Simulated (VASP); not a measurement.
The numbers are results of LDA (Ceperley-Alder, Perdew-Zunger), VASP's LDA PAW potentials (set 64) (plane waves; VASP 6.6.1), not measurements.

Gaps are without spin-orbit coupling.

```json
{
 "volume_per_atom": "19.72 Å³/atom",
 "band gap (over mesh and band path)": "0.44 eV",
 "smallest direct gap (over mesh and band path)": "2.53 eV",
 "hill_bulk_modulus": "96.8 GPa",
 "hill_shear_modulus": "63.4 GPa"
}
```

**Question.** Which relaxed crystal gives these values?
(A) PbI2, P6_3mc (186)
(B) TlCl, Pm-3m (221)
(C) SnO2, P4_2/mnm (136)
(D) Si, Fd-3m (227)

**Answer.** D, Si, Fd-3m (227)
